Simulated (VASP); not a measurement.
Output of a VASP run:

OSZICAR:
```
       N       E                     dE             d eps       ncg     rms          rms(c)
DAV:   1     0.270936909522E+02    0.27094E+02   -0.42621E+03  1152   0.943E+02
DAV:   2     0.107722556702E+02   -0.16321E+02   -0.16209E+02  1496   0.137E+02
DAV:   3     0.103665992519E+02   -0.40566E+00   -0.39846E+00  1720   0.186E+01
DAV:   4     0.103630508908E+02   -0.35484E-02   -0.35464E-02  1648   0.201E+00
DAV:   5     0.103629912286E+02   -0.59662E-04   -0.59662E-04  1808   0.168E-01    0.989E+00
DAV:   6     0.102570327851E+02   -0.10596E+00   -0.25556E+00  1640   0.194E+01    0.333E+00
DAV:   7     0.101109188879E+02   -0.14611E+00   -0.14978E-01  1792   0.537E+00    0.138E+00
DAV:   8     0.102152517657E+02    0.10433E+00   -0.11572E-01  1720   0.471E+00    0.239E-01
DAV:   9     0.101373736411E+02   -0.77878E-01   -0.13651E-01  1728   0.458E+00    0.186E-01
DAV:  10     0.101178612806E+02   -0.19512E-01   -0.70663E-02  1240   0.346E+00    0.237E-01
DAV:  11     0.101122415179E+02   -0.56198E-02   -0.23233E-03  1880   0.691E-01    0.836E-02
DAV:  12     0.101119776996E+02   -0.26382E-03   -0.41324E-04  1816   0.256E-01    0.559E-02
DAV:  13     0.101121297820E+02    0.15208E-03   -0.43676E-04  1352   0.206E-01    0.734E-02
DAV:  14     0.101121252373E+02   -0.45447E-05   -0.82721E-06  1864   0.247E-02    0.606E-02
DAV:  15     0.101121064120E+02   -0.18825E-04   -0.34186E-06  1368   0.263E-02    0.383E-02
DAV:  16     0.101120906646E+02   -0.15747E-04   -0.35731E-06  1232   0.216E-02    0.399E-02
DAV:  17     0.101120755102E+02   -0.15154E-04   -0.91935E-07  1904   0.133E-02    0.167E-02
DAV:  18     0.101120790524E+02    0.35422E-05   -0.54540E-06  1312   0.239E-02    0.408E-03
DAV:  19     0.101120791669E+02    0.11448E-06   -0.24159E-07  1280   0.469E-03    0.373E-03
DAV:  20     0.101120779761E+02   -0.11908E-05   -0.29952E-07  1432   0.657E-03    0.285E-03
DAV:  21     0.101120785120E+02    0.53595E-06   -0.58678E-07  1512   0.961E-03    0.551E-04
DAV:  22     0.101120791674E+02    0.65533E-06   -0.19735E-08   680   0.164E-03    0.156E-04
DAV:  23     0.101120788369E+02   -0.33041E-06   -0.74170E-09   688   0.102E-03    0.282E-04
DAV:  24     0.101120789608E+02    0.12381E-06   -0.10734E-08   608   0.106E-03    0.495E-05
DAV:  25     0.101120790096E+02    0.48850E-07   -0.11141E-09   672   0.710E-04
   1 F= 0.10112079E+02 E0= 0.10112293E+02  d E =-.640583E-03
```

File OUTCAR:
```
------------------------ aborting loop because EDIFF is reached ----------------------------------------
  FORCE on cell =-STRESS in cart. coord.  units (eV):
  Direction    XX          YY          ZZ          XY          YZ          ZX
  --------------------------------------------------------------------------------------
  Total       -0.1753898     -0.1753898     -0.1753898      0.0000000      0.0000000     -0.0000000
  in kB       -6.5863598     -6.5863598     -6.5863598      0.0000000      0.0000000     -0.0000000
  external PRESSURE =      -6.5863598 kB  Pullay stress =       0.0000000 kB
  volume of cell :       42.66
      direct lattice vectors                 reciprocal lattice vectors
    -2.201252279  2.201252279  2.201252279     0.000000000  0.227143433  0.227143433
     2.201252279 -2.201252279  2.201252279     0.227143433  0.000000000  0.227143433
     2.201252279  2.201252279 -2.201252279     0.227143433  0.227143433  0.000000000
 POSITION                                       TOTAL-FORCE (eV/Angst)
 -----------------------------------------------------------------------------------
      0.00000      0.00000      0.00000         0.000000      0.000000      0.000000
 -----------------------------------------------------------------------------------
    total drift:                               -0.000000     -0.000000      0.000000
  FREE ENERGIE OF THE ION-ELECTRON SYSTEM (eV)
  ---------------------------------------------------
  free  energy   TOTEN  =        10.1120790096 eV

  energy  without entropy=       10.1127195923  energy(sigma->0) =       10.11229254
```
(Selected blocks of OUTCAR.)

**POSCAR**
```
Eu
1
   -2.2012522787     2.2012522787     2.2012522787
    2.2012522787    -2.2012522787     2.2012522787
    2.2012522787     2.2012522787    -2.2012522787
Eu
1
Direct
  0.0000000000   0.0000000000   0.0000000000
```

Reconstruct the remaining input files.

This is not unique; one that fits is the input of the run itself, MS2 meta-GGA, plane waves, VASP's PBE PAW potentials (set 64).

### INCAR
```
! general
SYSTEM   =  Eu
PREC     =  Accurate
ENCUT    =  520
LREAL    =  .FALSE.
LASPH    =  .TRUE.

! electronic loop
EDIFF    =  1E-7
NELM     =  100
ALGO     =  Normal
LMAXMIX  =  6
LMIXTAU  =  .TRUE.

! smearing
ISMEAR   =  1
SIGMA    =  0.1

! functional
METAGGA  =  MS2

! ions
ISIF     =  2

! output
LWAVE    =  .FALSE.
LCHARG   =  .FALSE.
```

### KPOINTS
```
Automatic mesh
0
Gamma
12 12 12
0 0 0
```

POTCAR, in this order: Eu_2 (PBE.64 set). Program: vasp_std.

The 4f electrons are frozen in the core of the lanthanide potential, so 4f levels, which can set the real gap, and their magnetism are missing.

The compound is Eu in the bcc structure. This cell is one point of a volume scan, at 1.06 of the reference volume.
